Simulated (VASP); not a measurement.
Consider the following.

```xyz
2
Lattice="2.8900 0.0000 0.0000 0.0000 2.8900 0.0000 0.0000 0.0000 2.8900" Properties=species:S:1:pos:R:3 pbc="T T T"
Al     1.4450     1.4450     1.4450
Ni     0.0000     0.0000     0.0000
```

The numbers are results of optB86b-vdW, VASP's PBE PAW potentials (set 64) (plane waves; VASP), not measurements. Numerical set-up: 520 eV cut-off, 11×11×11 Γ-centred mesh, first-order Methfessel-Paxton smearing of 0.10 eV, potentials Al Ni.

**Question.** The ions, cell shape and volume are relaxed. What does this cell relax into?

**Answer.** 
```xyz
2
Lattice="2.8788 0.0000 0.0000 0.0000 2.8788 0.0000 0.0000 0.0000 2.8788" Properties=species:S:1:pos:R:3 pbc="T T T"
Al     1.4394     1.4394     1.4394
Ni     0.0000     0.0000     0.0000
```
Space group Pm-3m (221), at a tolerance of 0.03 Å.

**Question.** How do energy and volume change from the first to the last step?

**Answer.** The energy (σ→0) changes by -0.8 meV/atom and the volume by -1.2 %, in 3 ionic steps.

| step | E(σ→0) (eV) | max force (eV/Å) | pressure (GPa) | volume (Å³) |
|---|---|---|---|---|
| 1 | -6.7246 | 0.000 | -1.80 | 24.14 |
| 2 | -6.7253 | 0.000 | 1.43 | 23.67 |
| 3 | -6.7262 | 0.000 | 0.03 | 23.86 |

The compound is NiAl in the CsCl type structure. This run relaxes it. Symmetry was kept, so distortions that lower it aren't found. The run is not spin-polarised, so no magnetic state was tried. The electron count is odd and the run is not spin-polarised, which forces a metal.
